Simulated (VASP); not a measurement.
Input:

```cif
data_Ho2
_chemical_formula_sum 'Ho2'
_space_group_name_H-M_alt 'P63/mmc'
_space_group_IT_number 194
_space_group_name_Hall '-P 6c 2c'
_cell_length_a 3.60992
_cell_length_b 3.60992
_cell_length_c 5.55444
_cell_angle_alpha 90.000
_cell_angle_beta 90.000
_cell_angle_gamma 120.000
loop_
_atom_site_label
_atom_site_type_symbol
_atom_site_symmetry_multiplicity
_atom_site_Wyckoff_symbol
_atom_site_fract_x
_atom_site_fract_y
_atom_site_fract_z
_atom_site_occupancy
Ho1 Ho 2 c 0.33333 0.66667 0.25000 1
```

Calculation: r2SCAN meta-GGA, VASP's PBE PAW potentials (set 64) (plane waves; VASP 6.6.1). Run with 480 eV cut-off, 12×12×6 Γ-centred mesh, first-order Methfessel-Paxton smearing of 0.10 eV, potentials Ho_3.

The 4f electrons are frozen in the core of the lanthanide potential, so 4f levels, which can set the real gap, and their magnetism are missing.

Each relaxation starts from this cell; other phases were not tried.

### Question
The cell is relaxed at 1 GPa. What happens?

### Answer
The volume per atom goes from 31.34 to 30.78 Å³ (-1.8 %), and the cell becomes a = 3.588 Å, b = 3.588 Å, c = 5.522 Å, α = 90.00°, β = 90.00°, γ = 120.00°, space group P6_3/mmc.

Failed runs are left out, and for metals the shear rows, which the mesh's noise covers.

The compound is Ho in the hcp structure.
